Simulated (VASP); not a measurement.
VASP runs on Cs (space group Im-3m) share one base input (PBE GGA, plane waves, VASP's PBE PAW potentials (set 64)) and change the settings named in each case.

**KPOINTS**
```
kpoints
0
gamma
  6 6 6
```

POSCAR:
```
Cs
6.10
 -0.5000000000   0.5000000000   0.5000000000
  0.5000000000  -0.5000000000   0.5000000000
  0.5000000000   0.5000000000  -0.5000000000
Cs
1
Cart
  0.0000000000   0.0000000000   0.0000000000
```

**INCAR**
```
SYSTEM = Cs
PREC = Accurate
ENCUT = 300
EDIFF = 1E-6
NELM = 100
ALGO = Normal
LREAL = .FALSE.
LASPH = .TRUE.
ISMEAR = -1
SIGMA = 0.05
GGA = PE
LMAXMIX = 4
LWAVE = .FALSE.
LCHARG = .FALSE.
ISIF = 2
```

POTCAR, in this order: Cs_sv (PBE.64 set). Program: vasp_std.

```
change                                                                                                  E(σ→0) (eV/atom)  pressure (GPa)  −TS (eV)
------------------------------------------------------------------------------------------------------  ----------------  --------------  --------
base run                                                                                                         -0.8375            0.04   -0.0183
GGA removed, POTCAR Cs_sv (LDA.64 set)                                                                           -0.9606               ?         ?
GGA_COMPAT = .FALSE., LNONCOLLINEAR = .TRUE., LSORBIT = .TRUE., MAGMOM = 0.0 0.0 0.0, program vasp_ncl           -1.0000            0.04   -0.0183
KPOINTS 3×3×3 Γ-centred mesh                                                                                     -0.9259           -0.04   -0.0064
```

Question: Some entries are withheld; supply them.

Answer: 
- GGA removed, POTCAR Cs_sv (LDA.64 set), pressure (GPa): -0.34
- GGA removed, POTCAR Cs_sv (LDA.64 set), −TS (eV): -0.0184

Energies of different potentials or functionals have different zeros.  Unless said otherwise, spin-orbit coupling is left out, though it shifts the bands of the heavy elements here. At 300 eV the pressure can carry a Pulay error.

Left out are runs that ran out of time, are held back, or changed the cell or the kind of run, fixed moments of cells without a moment, rows past the twelfth, gaps on odd meshes, pressures of charged cells and columns that move by less than the noise.

The structure is a typed Cs crystal (Im-3m). The cell was not relaxed at this level.
